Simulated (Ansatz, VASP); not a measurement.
# NiMoIrPdW in VASP and in Ansatz

Contents of INCAR:

```
PREC = Accurate
ENCUT = 520
EDIFF = 1E-7
ISMEAR = -1
SIGMA = 0.05
LREAL = False
LASPH = True
NELM = 150
ALGO = Normal
ISIF = 2
LWAVE = False
LCHARG = False
ISPIN = 2
MAGMOM = 1 1 0 0.6 0
LORBIT = 11
LMAXMIX = 4
GGA = PE
NBANDS = 40
KPAR = 4
```

File KPOINTS:

```
Automatic mesh
0
Gamma
  7 7 5
```

The input POSCAR:

```
NiMoIrPdW
1.0
    4.0906566435      0.0000000000      0.0000000000
   -2.0453283217      3.5426149963      0.0000000000
    0.0000000000      0.0000000000      5.3430879184
Ni Mo Pd Ir W
1 1 1 1 1
Direct
    0.0000000000      0.0000000000      0.0222100000
    0.6666700000      0.3333300000      0.4599600000
    0.3333300000      0.6666700000      0.7460100000
    0.3333300000      0.6666700000      0.2564100000
    0.6666700000      0.3333300000      0.9998500000
```

Contents of input.yaml:

```yaml
crystal:
  lattice:
    - [4.0906566435, 0.0, 0.0]
    - [-2.0453283217, 3.5426149963, 0.0]
    - [0.0, 0.0, 5.3430879184]
  atoms:
    - { symbol: Ni, position: [0.0, 0.0, 0.02221], spin: 1.0 }
    - { symbol: Mo, position: [0.66667, 0.33333, 0.45996], spin: 1.0 }
    - { symbol: Pd, position: [0.33333, 0.66667, 0.74601] }
    - { symbol: Ir, position: [0.33333, 0.66667, 0.25641], spin: 0.6 }
    - { symbol: W, position: [0.66667, 0.33333, 0.99985] }
hamiltonian:
  xc: pbe
  pseudopotentials: { kind: paw }
magnetization:
  spin_polarized: true
kpoints:
  mp_grid: { grid: [7, 7, 5] }
scf:
  occupations: { method: fermi_dirac, width: 0.05 }
output:
  forces: true
  stress: true
  eigenvalues: true
```

Change from the starting cell: volume scaled by 0.96.

Alike in both runs: task single point; functional PBE; k mesh 7 × 7 × 5; occupations fermi-dirac, width 0.05 eV; collinear spin, ferromagnetic start.

|  | VASP | Ansatz |
| --- | --- | --- |
| version | VASP 6.6.1 | Ansatz 0.2.0 |
| potentials or method | VASP PAW PBE potentials, release 64 (Ni, Mo_sv, Pd, Ir, W_sv) | Ansatz PAW |
| plane-wave cutoff (eV) | 520 | 420 |
| valence electrons in the cell | 57 | 81 |

VASP gave:

```
gap on the k mesh at the Fermi level (eV)       : none
pressure (GPa)                                  : 10.4
largest component of the traceless stress (GPa) : 0.21
rms of the force components (eV/Å)              : 0.251
net moment per atom (μB)                        : 0.00
```

**Question.** What did Ansatz give for the same quantities?

**Answer.** gap on the k mesh at the Fermi level (eV): none; pressure (GPa): 10.1; largest component of the traceless stress (GPa): 0.22; rms of the force components (eV/Å): 0.231; net moment per atom (μB): 0.00.

Atom by atom the forces differ by 0.021 eV/Å (rms over components). A gap of «none» marks a metal or a gap that the smearing closes. The functional is the same, so the differences come from potentials, cutoffs and numerics. The two sets of potentials don't hold the same shells in valence.

Caveats: the starting moments weren't kept (Ansatz). Spin-orbit coupling is left out, which matters for the levels of Ir, W.
